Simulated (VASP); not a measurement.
Data:

```xyz
4
Lattice="1.6096 -2.7879 0.0000 1.6096 2.7879 0.0000 0.0000 0.0000 5.2415" Properties=species:S:1:pos:R:3 pbc="T T T"
Ga     1.6096    -0.9293     2.6210
Ga     1.6096     0.9293     0.0003
N      1.6096    -0.9293     4.5965
N      1.6096     0.9293     1.9758
```

Method: PBE GGA, VASP's PBE PAW potentials (set 64) (plane waves; VASP). Run with 520 eV cut-off, 12×12×7 Γ-centred mesh, Gaussian smearing of 0.010 eV, potentials Ga_d N.

Question: Predict the energy per atom (σ→0), band gap (on the k-mesh) with the smallest direct gap where there is one.

Answer: 
```yaml
band gap (on the k-mesh): 1.72 eV
smallest direct gap (on the k-mesh): 1.72 eV
energy per atom (σ→0): -6.082 eV/atom
```

Only differences to runs with the same potentials and settings are physical.

The compound is GaN in the wurtzite structure. It was relaxed first.
